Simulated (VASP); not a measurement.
The system is Be2CdS3.

```
CELL_PARAMETERS angstrom
5.53383 -3.24381 -0.02035
5.43906 3.07988 -0.04418
-0.03490 -0.02230 6.04109
ATOMIC_POSITIONS crystal
Be 0.51322 0.13577 0.00930
Be 0.81870 0.50537 0.02567
Be 0.48061 0.84807 0.51495
Be 0.15050 0.51759 0.49265
Cd 0.16992 0.83097 0.98587
Cd 0.82073 0.15940 0.50131
S 0.57059 0.81013 0.84530
S 0.14517 0.50201 0.84950
S 0.76432 0.22094 0.92945
S 0.47256 0.14382 0.38057
S 0.82178 0.53790 0.34028
S 0.22743 0.77688 0.43084
```

The cell was built by a generator and needn't be a form met in nature.

| Item | Value |
| --- | --- |
| Program | VASP 6.6.1 |
| Task | relaxation of cell and atoms |
| Functional | PBE |
| Potentials or basis | VASP PAW PBE potentials, release 64 (Be, Cd, S) |
| Cutoff | 520 eV |
| k mesh | 3 × 3 × 3 |
| Occupations | gaussian, width 0.05 eV |
| Spin | no spin polarisation |

At the start: pressure 3.7 GPa; volume 17.46 Å³/atom.

Task: Where does the relaxation end?

Result: Over 14 steps the energy falls by 149.9 meV/atom and the volume is 17.57 Å³/atom (+0.6 %); space group Cmc2_1 (No. 36, to 0.05 Å).

Step by step:
| step | energy change (eV) | largest force (eV/Å) | pressure (GPa) | volume (Å³) |
| --- | --- | --- | --- | --- |
| 1 | 0.0000 | 3.4539 | 3.70 | 209.54 |
| 2 | -1.2206 | 0.9882 | -3.17 | 221.89 |
| 3 | -1.2242 | 0.9447 | -3.40 | 222.69 |
| 4 | -1.5771 | 0.8297 | -0.31 | 212.57 |
| 5 | -1.6054 | 0.8424 | 1.10 | 208.92 |
| 6 | -1.7359 | 0.4720 | 0.51 | 209.87 |
| 7 | -1.7651 | 0.2974 | 0.18 | 210.55 |
| 8 | -1.7866 | 0.1399 | -0.20 | 211.38 |
| 9 | -1.7884 | 0.1245 | -0.34 | 211.69 |
| 10 | -1.7938 | 0.0945 | 0.10 | 210.38 |
| 11 | -1.7940 | 0.0861 | 0.32 | 209.96 |
| 12 | -1.7970 | 0.0694 | 0.07 | 210.56 |
| 13 | -1.7972 | 0.0658 | -0.01 | 210.72 |
| 14 | -1.7983 | 0.0246 | -0.03 | 210.81 |

Final structure:
```
CELL_PARAMETERS angstrom
5.52562 -3.19139 0.00148
5.52497 3.19556 0.00124
0.00080 -0.00031 5.97363
ATOMIC_POSITIONS crystal
Be 0.48117 0.16812 0.00415
Be 0.82811 0.51459 0.00467
Be 0.51105 0.82957 0.50365
Be 0.16465 0.48411 0.50444
Cd 0.17551 0.82173 0.99742
Cd 0.81726 0.17626 0.49891
S 0.54653 0.83619 0.86040
S 0.15977 0.45064 0.86105
S 0.77902 0.21711 0.92502
S 0.44628 0.16196 0.36073
S 0.83298 0.54716 0.36134
S 0.21319 0.78142 0.42392
```
